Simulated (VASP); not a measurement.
**Quasiparticle energies of GaAs in VASP**

Wanted: how far GW moves the Kohn-Sham levels of GaAs. The cell is of the zinc-blende type, one of the forms listed for this formula. The start is a cell from a database of measured crystal structures.

Main program and level: VASP 6.6.1; r2SCAN; plane waves and PAW (As_GW, Ga_d_GW), in the first sound run; inputs show where later runs differ.

Report form: the programs' logs are mostly left out.

### 1. The structure

It takes space group F-43m (No. 216, cubic). The conventional cell has a = 5.654 Å, b = 5.654 Å, c = 5.654 Å, α = 90.00°, β = 90.00°, γ = 90.00°. Nearest to As lie 4 Ga at 2.45 Å. Ga has 4 As at 2.45 Å nearest. Farther neighbours are not listed.

Coordinates:

```cif
data_structure
_symmetry_space_group_name_H-M 'F-43m'
_symmetry_Int_Tables_number 216
_cell_length_a 5.6537
_cell_length_b 5.6537
_cell_length_c 5.6537
_cell_angle_alpha 90.000
_cell_angle_beta 90.000
_cell_angle_gamma 90.000
_cell_volume 180.72
loop_
_atom_site_label
_atom_site_type_symbol
_atom_site_symmetry_multiplicity
_atom_site_Wyckoff_symbol
_atom_site_fract_x
_atom_site_fract_y
_atom_site_fract_z
_atom_site_occupancy
As1 As 4 c 0.25000 0.25000 0.25000 1
Ga1 Ga 4 a 0.00000 0.00000 0.00000 1
```

### 2. Empty bands

The next step needs empty bands that the ground-state run didn't converge, so the Hamiltonian is diagonalised exactly for NBANDS bands, in a single step. LOPTICS writes the k-derivatives of the orbitals (WAVEDER), which give the long-wavelength limit of the screening.

Input file INCAR:

```
SYSTEM = GaAs
PREC = Accurate
ENCUT = 430
ISMEAR = 0
SIGMA = 0.01
LREAL = .FALSE.
METAGGA = R2SCAN
LASPH = .TRUE.
NBANDS = 80
ALGO = Exact
NELM = 1
LWAVE = .TRUE.
LCHARG = .FALSE.
LOPTICS = .TRUE.
NEDOS = 1000
CSHIFT = 0.1
```

Input file POSCAR:

```
GaAs
1.0
    0.0000000000      2.8268500000      2.8268500000
    2.8268500000      0.0000000000      2.8268500000
    2.8268500000      2.8268500000      0.0000000000
As Ga
1 1
Direct
    0.7500000000      0.7500000000      0.7500000000
    0.0000000000      0.0000000000      0.0000000000
```

Input file KPOINTS:

```
Automatic mesh
0
Gamma
4 4 4
0 0 0
```

The projector-augmented-wave data sets are As_GW and Ga_d_GW (PBE family, release 64).

On the command line:

```bash
> mpirun -np 8 vasp_std
```

Wall time 5.2 s (8 MPI ranks of Intel Xeon 6975P-C (Granite Rapids), shared host); peak memory 1.1 GiB; 37 s of CPU time.

The gap is read on the k-mesh alone, so it is an upper bound where the band edges lie off the mesh. The PAW data sets were made with PBE, which is usual practice but a small mismatch for other functionals.

A gap read on the k-mesh alone can miss the band edges.

This step gave:

```yaml
gap_on_the_k_mesh: 0.9823 eV
least_direct_gap_on_the_k_mesh: 0.9823 eV
```

WAVECAR now holds 80 bands for 18 electrons. Its independent-particle dielectric tensor has xx, yy, zz = 36.9, 36.9, 36.9 on this mesh, which isn't tested for convergence in mesh or bands and lacks local fields. A value this large is set by the few k points at the smallest gap, and it enters the screening of any GW step.

### 3. G0W0, ENCUTGW 80, bands in the sums 80

This step: G0W0 on r2SCAN; plane waves and PAW (As_GW, Ga_d_GW) (VASP 6.6.1).

One pass of GW corrects the levels to first order, with G and W from the starting orbitals.

Input file INCAR:

```
SYSTEM = GaAs
PREC = Accurate
ENCUT = 430
ISMEAR = 0
SIGMA = 0.01
LREAL = .FALSE.
METAGGA = R2SCAN
LASPH = .TRUE.
NBANDS = 80
ALGO = EVGW0
NELMGW = 1
ENCUTGW = 80
NOMEGA = 64
PRECFOCK = Fast
NBANDSGW = 24
LWAVE = .FALSE.
LCHARG = .FALSE.
```

POSCAR is that of step 2.

KPOINTS is that of step 2.

On the command line:

```bash
> mpirun -np 8 vasp_std
```

Run time: 8.2 s. Hardware: 8 MPI ranks; peak memory 1.2 GiB.

Numbers from this step:

```yaml
quasiparticle_gap_on_the_mesh: 1.622 eV
smallest_direct_quasiparticle_gap_on_the_mesh: 1.622 eV
gap_of_the_starting_orbitals_on_the_mesh: 0.9824 eV
```

GW takes the gap from 0.982 to 1.622 eV. Spin-orbit coupling is left out. The value holds for 80 bands, ENCUTGW = 80 eV and this mesh, and isn't shown to be converged in them.

### 4. Empty bands

This step: r2SCAN; plane waves and PAW (As_GW, Ga_d_GW) (VASP 6.6.1).

The empty bands are made again, for the run that follows.

Input file INCAR:

```
SYSTEM = GaAs
PREC = Accurate
ENCUT = 430
ISMEAR = 0
SIGMA = 0.01
LREAL = .FALSE.
METAGGA = R2SCAN
LASPH = .TRUE.
NBANDS = 104
ALGO = Exact
NELM = 1
LWAVE = .TRUE.
LCHARG = .FALSE.
LOPTICS = .TRUE.
NEDOS = 1000
CSHIFT = 0.1
```

POSCAR is that of step 3.

KPOINTS is that of step 3.

On the command line:

```bash
> mpirun -np 8 vasp_std
```

Wall time 4.8 s (8 MPI ranks); peak memory 1.1 GiB.

WAVECAR now holds 104 bands for 18 electrons.

### 5. G0W0, ENCUTGW 100, bands in the sums 104

This step: G0W0 on r2SCAN; plane waves and PAW (As_GW, Ga_d_GW) (VASP 6.6.1).

ENCUTGW rises to 100 eV and the bands with it, to about the number of plane waves under that cutoff.

Input file INCAR:

```
SYSTEM = GaAs
PREC = Accurate
ENCUT = 430
ISMEAR = 0
SIGMA = 0.01
LREAL = .FALSE.
METAGGA = R2SCAN
LASPH = .TRUE.
NBANDS = 104
ALGO = EVGW0
NELMGW = 1
ENCUTGW = 100
NOMEGA = 64
PRECFOCK = Fast
NBANDSGW = 24
LWAVE = .FALSE.
LCHARG = .FALSE.
```

POSCAR is that of step 4.

KPOINTS is that of step 4.

On the command line:

```bash
> mpirun -np 8 vasp_std
```

The job ended after 12 s (8 MPI ranks; peak memory 1.2 GiB; 86 s of CPU time).

The gap is now 1.618 eV, -3 meV against the GW run before. Spin-orbit coupling is left out.

### 6. Empty bands

This step: r2SCAN; plane waves and PAW (As_GW, Ga_d_GW) (VASP 6.6.1).

Input file INCAR:

```
SYSTEM = GaAs
PREC = Accurate
ENCUT = 430
ISMEAR = 0
SIGMA = 0.01
LREAL = .FALSE.
METAGGA = R2SCAN
LASPH = .TRUE.
NBANDS = 136
ALGO = Exact
NELM = 1
LWAVE = .TRUE.
LCHARG = .FALSE.
LOPTICS = .TRUE.
NEDOS = 1000
CSHIFT = 0.1
```

POSCAR is that of step 5.

KPOINTS is that of step 5.

On the command line:

```bash
> mpirun -np 8 vasp_std
```

Run time: 7.4 s. Hardware: 8 MPI ranks; peak memory 1.1 GiB; 44 s of CPU time.

WAVECAR now holds 136 bands for 18 electrons.

### 7. G0W0, ENCUTGW 120, bands in the sums 136

This step: G0W0 on r2SCAN; plane waves and PAW (As_GW, Ga_d_GW) (VASP 6.6.1).

ENCUTGW rises to 120 eV and the bands with it, to about the number of plane waves under that cutoff.

Input file INCAR:

```
SYSTEM = GaAs
PREC = Accurate
ENCUT = 430
ISMEAR = 0
SIGMA = 0.01
LREAL = .FALSE.
METAGGA = R2SCAN
LASPH = .TRUE.
NBANDS = 136
ALGO = EVGW0
NELMGW = 1
ENCUTGW = 120
NOMEGA = 64
PRECFOCK = Fast
NBANDSGW = 24
LWAVE = .FALSE.
LCHARG = .FALSE.
```

POSCAR is that of step 6.

KPOINTS is that of step 6.

On the command line:

```bash
> mpirun -np 8 vasp_std
```

Run time: 17 s. Hardware: 8 MPI ranks; peak memory 1.4 GiB.

The gap is now 1.615 eV, -3 meV against the GW run before. Spin-orbit coupling is left out.

### 8. Empty bands

This step: r2SCAN; plane waves and PAW (As_GW, Ga_d_GW) (VASP 6.6.1).

Input file INCAR:

```
SYSTEM = GaAs
PREC = Accurate
ENCUT = 430
ISMEAR = 0
SIGMA = 0.01
LREAL = .FALSE.
METAGGA = R2SCAN
LASPH = .TRUE.
NBANDS = 184
ALGO = Exact
NELM = 1
LWAVE = .TRUE.
LCHARG = .FALSE.
LOPTICS = .TRUE.
NEDOS = 1000
CSHIFT = 0.1
```

POSCAR is that of step 7.

KPOINTS is that of step 7.

On the command line:

```bash
> mpirun -np 8 vasp_std
```

Run time: 7.8 s. Hardware: 8 MPI ranks; peak memory 1.1 GiB; 46 s of CPU time.

WAVECAR now holds 184 bands for 18 electrons.

### 9. G0W0, ENCUTGW 145, bands in the sums 184

This step: G0W0 on r2SCAN; plane waves and PAW (As_GW, Ga_d_GW) (VASP 6.6.1).

ENCUTGW rises to 145 eV and the bands with it, to about the number of plane waves under that cutoff.

Input file INCAR:

```
SYSTEM = GaAs
PREC = Accurate
ENCUT = 430
ISMEAR = 0
SIGMA = 0.01
LREAL = .FALSE.
METAGGA = R2SCAN
LASPH = .TRUE.
NBANDS = 184
ALGO = EVGW0
NELMGW = 1
ENCUTGW = 145
NOMEGA = 64
PRECFOCK = Fast
NBANDSGW = 24
LWAVE = .FALSE.
LCHARG = .FALSE.
```

POSCAR is that of step 8.

KPOINTS is that of step 8.

On the command line:

```bash
> mpirun -np 8 vasp_std
```

Run time: 23 s. Hardware: 8 MPI ranks; peak memory 1.6 GiB; 2.3 min of CPU time.

The gap is now 1.610 eV, -5 meV against the GW run before. Spin-orbit coupling is left out.

### 10. Empty bands

This step: r2SCAN; plane waves and PAW (As_GW, Ga_d_GW) (VASP 6.6.1).

Input file INCAR:

```
SYSTEM = GaAs
PREC = Accurate
ENCUT = 430
ISMEAR = 0
SIGMA = 0.01
LREAL = .FALSE.
METAGGA = R2SCAN
LASPH = .TRUE.
NBANDS = 232
ALGO = Exact
NELM = 1
LWAVE = .TRUE.
LCHARG = .FALSE.
LOPTICS = .TRUE.
NEDOS = 1000
CSHIFT = 0.1
```

POSCAR is that of step 9.

KPOINTS is that of step 9.

On the command line:

```bash
> mpirun -np 8 vasp_std
```

The job ended after 7.2 s (8 MPI ranks; peak memory 1.1 GiB; 43 s of CPU time).

WAVECAR now holds 232 bands for 18 electrons.

### 11. G0W0, ENCUTGW 170, bands in the sums 232

This step: G0W0 on r2SCAN; plane waves and PAW (As_GW, Ga_d_GW) (VASP 6.6.1).

ENCUTGW rises to 170 eV and the bands with it, to about the number of plane waves under that cutoff.

Input file INCAR:

```
SYSTEM = GaAs
PREC = Accurate
ENCUT = 430
ISMEAR = 0
SIGMA = 0.01
LREAL = .FALSE.
METAGGA = R2SCAN
LASPH = .TRUE.
NBANDS = 232
ALGO = EVGW0
NELMGW = 1
ENCUTGW = 170
NOMEGA = 64
PRECFOCK = Fast
NBANDSGW = 24
LWAVE = .FALSE.
LCHARG = .FALSE.
```

POSCAR is that of step 10.

KPOINTS is that of step 10.

On the command line:

```bash
> mpirun -np 8 vasp_std
```

Wall time 35 s (8 MPI ranks); peak memory 2 GiB; 3.7 min of CPU time.

The gap is now 1.595 eV, -15 meV against the GW run before. Spin-orbit coupling is left out.

### 12. Empty bands

This step: r2SCAN; plane waves and PAW (As_GW, Ga_d_GW) (VASP 6.6.1).

Input file INCAR:

```
SYSTEM = GaAs
PREC = Accurate
ENCUT = 430
ISMEAR = 0
SIGMA = 0.01
LREAL = .FALSE.
METAGGA = R2SCAN
LASPH = .TRUE.
NBANDS = 296
ALGO = Exact
NELM = 1
LWAVE = .TRUE.
LCHARG = .FALSE.
LOPTICS = .TRUE.
NEDOS = 1000
CSHIFT = 0.1
```

POSCAR is that of step 11.

KPOINTS is that of step 11.

On the command line:

```bash
> mpirun -np 8 vasp_std
```

Wall time 7.6 s (8 MPI ranks); peak memory 1.1 GiB.

WAVECAR now holds 296 bands for 18 electrons.

### 13. G0W0, ENCUTGW 200, bands in the sums 296

This step: G0W0 on r2SCAN; plane waves and PAW (As_GW, Ga_d_GW) (VASP 6.6.1).

ENCUTGW rises to 200 eV and the bands with it, to about the number of plane waves under that cutoff.

Input file INCAR:

```
SYSTEM = GaAs
PREC = Accurate
ENCUT = 430
ISMEAR = 0
SIGMA = 0.01
LREAL = .FALSE.
METAGGA = R2SCAN
LASPH = .TRUE.
NBANDS = 296
ALGO = EVGW0
NELMGW = 1
ENCUTGW = 200
NOMEGA = 64
PRECFOCK = Fast
NBANDSGW = 24
LWAVE = .FALSE.
LCHARG = .FALSE.
```

POSCAR is that of step 12.

KPOINTS is that of step 12.

On the command line:

```bash
> mpirun -np 8 vasp_std
```

The job ended after 50 s (8 MPI ranks; peak memory 2.3 GiB; 5.3 min of CPU time).

The gap is now 1.584 eV, -11 meV against the GW run before. Spin-orbit coupling is left out.

### 14. Empty bands

This step: r2SCAN; plane waves and PAW (As_GW, Ga_d_GW) (VASP 6.6.1).

Input file INCAR:

```
SYSTEM = GaAs
PREC = Accurate
ENCUT = 430
ISMEAR = 0
SIGMA = 0.01
LREAL = .FALSE.
METAGGA = R2SCAN
LASPH = .TRUE.
NBANDS = 360
ALGO = Exact
NELM = 1
LWAVE = .TRUE.
LCHARG = .FALSE.
LOPTICS = .TRUE.
NEDOS = 1000
CSHIFT = 0.1
```

POSCAR is that of step 13.

KPOINTS is that of step 13.

On the command line:

```bash
> mpirun -np 8 vasp_std
```

The job ended after 8.2 s (8 MPI ranks; peak memory 1.1 GiB; 49 s of CPU time).

WAVECAR now holds 360 bands for 18 electrons.

### 15. G0W0, ENCUTGW 230, bands in the sums 360

This step: G0W0 on r2SCAN; plane waves and PAW (As_GW, Ga_d_GW) (VASP 6.6.1).

ENCUTGW rises to 230 eV and the bands with it, to about the number of plane waves under that cutoff.

Input file INCAR:

```
SYSTEM = GaAs
PREC = Accurate
ENCUT = 430
ISMEAR = 0
SIGMA = 0.01
LREAL = .FALSE.
METAGGA = R2SCAN
LASPH = .TRUE.
NBANDS = 360
ALGO = EVGW0
NELMGW = 1
ENCUTGW = 230
NOMEGA = 64
PRECFOCK = Fast
NBANDSGW = 24
LWAVE = .FALSE.
LCHARG = .FALSE.
```

POSCAR is that of step 14.

KPOINTS is that of step 14.

On the command line:

```bash
> mpirun -np 8 vasp_std
```

Wall time 57 s (8 MPI ranks); peak memory 2.8 GiB; 5.9 min of CPU time.

The gap is now 1.573 eV, -11 meV against the GW run before. Spin-orbit coupling is left out.

### 16. Empty bands

This step: r2SCAN; plane waves and PAW (As_GW, Ga_d_GW) (VASP 6.6.1).

Input file INCAR:

```
SYSTEM = GaAs
PREC = Accurate
ENCUT = 430
ISMEAR = 0
SIGMA = 0.01
LREAL = .FALSE.
METAGGA = R2SCAN
LASPH = .TRUE.
NBANDS = 432
ALGO = Exact
NELM = 1
LWAVE = .TRUE.
LCHARG = .FALSE.
LOPTICS = .TRUE.
NEDOS = 1000
CSHIFT = 0.1
```

POSCAR is that of step 15.

KPOINTS is that of step 15.

On the command line:

```bash
> mpirun -np 8 vasp_std
```

It took 8.4 s on 8 MPI ranks; peak memory 1.1 GiB; 51 s of CPU time.

WAVECAR now holds 432 bands for 18 electrons.

### 17. G0W0, ENCUTGW 260, bands in the sums 432

This step: G0W0 on r2SCAN; plane waves and PAW (As_GW, Ga_d_GW) (VASP 6.6.1).

ENCUTGW rises to 260 eV and the bands with it, to about the number of plane waves under that cutoff.

Input file INCAR:

```
SYSTEM = GaAs
PREC = Accurate
ENCUT = 430
ISMEAR = 0
SIGMA = 0.01
LREAL = .FALSE.
METAGGA = R2SCAN
LASPH = .TRUE.
NBANDS = 432
ALGO = EVGW0
NELMGW = 1
ENCUTGW = 260
NOMEGA = 64
PRECFOCK = Fast
NBANDSGW = 24
LWAVE = .FALSE.
LCHARG = .FALSE.
```

POSCAR is that of step 16.

KPOINTS is that of step 16.

On the command line:

```bash
> mpirun -np 8 vasp_std
```

The job ended after 72 s (8 MPI ranks; peak memory 3.5 GiB; 8.3 min of CPU time).

The gap is now 1.568 eV, -5 meV against the GW run before. Spin-orbit coupling is left out.

### 18. Summary

This step: GW series: G0W0 on r2SCAN; plane waves and PAW (VASP 6.6.1).

No new run; the numbers come from the runs before.

This step gave:

```yaml
gap_extrapolated_to_a_complete_basis: 1.535 eV
direct_gap_extrapolated_to_a_complete_basis: 1.535 eV
```

G0W0 on a 4x4x4 mesh; cost is wall time times ranks on a shared host, with the step that makes the empty bands but not the self-consistent start. G0W0 series:

| response cutoff ENCUTGW (eV) | bands | quasiparticle gap (eV) | direct quasiparticle gap (eV) | cost (core minutes) |
| --- | --- | --- | --- | --- |
| 80 | 80 | 1.622 | 1.622 | 1.79 |
| 100 | 104 | 1.618 | 1.618 | 2.24 |
| 120 | 136 | 1.615 | 1.615 | 3.25 |
| 145 | 184 | 1.61 | 1.61 | 4.11 |
| 170 | 232 | 1.595 | 1.595 | 5.63 |
| 200 | 296 | 1.584 | 1.584 | 7.68 |
| 230 | 360 | 1.573 | 1.573 | 8.69 |
| 260 | 432 | 1.569 | 1.569 | 10.72 |

### 19. Results

| Item | Value |
| --- | --- |
| G0W0 on r2SCAN, 432 bands, ENCUTGW 260 eV, NOMEGA 64, mesh 4×4×4 | 0.982 → 1.568 eV |
| G0W0 on r2SCAN, 80 bands, ENCUTGW 80 eV, NOMEGA 64, mesh 4×4×4 | 0.982 → 1.622 eV |
| gap at a complete basis (linear in ENCUTGW^-3/2) | 1.53 eV |

G0W0 gives a quasiparticle gap of 1.568 eV on the mesh, 0.59 eV over the r2SCAN gap on the same mesh. The steps of the series move the gap by -3, -3, -5, -15, -11, -11, -5 meV; the last costs 1.2 times the one before. The last step lies within a tolerance of 30 meV, picked for this account, and the last two together move the gap by -16 meV. Extrapolated from the last three points to a complete basis, the gap is 1.53 eV, -34 meV from the dearest run. The extrapolation removes the error of the response basis alone, at this mesh, ENCUT and data set. The orbitals give an independent-particle dielectric component as large as 37 on this mesh, so the screening is unlikely to be converged. In Ga_d_GW the d shell is in the valence without all the semicore s and p states of the same shell; those stay frozen in the core, and how far that moves the GW gap wasn't tested here. Spin-orbit coupling is left out; with As and Ga in the cell it can split or shift band edges, by an amount that depends on which atoms form them and isn't tested here. Not tabulated here, as repeats of values shown or as unfit to read for their mesh, reference level or band range: eps2 curves (empty bands); eps1 curves and static values (empty bands); gaps (empty bands).

[Lines on the potential files, build, host, timing and source positions are cut from VASP's logs without a mark.]

[Logs are printed without paths, hosts, clocks, repeated set-up lines and the standing remarks that a program may print on its own settings, such as how far it seeks lower states.]

[Hosts, paths, dates, database ids (printed as entryN), source tags and the programs' standing remarks are cut or masked in the printed files.]

[Pressures printed for these runs are not shown converged in the cutoff: they can be off by several GPa and have the wrong sign.]
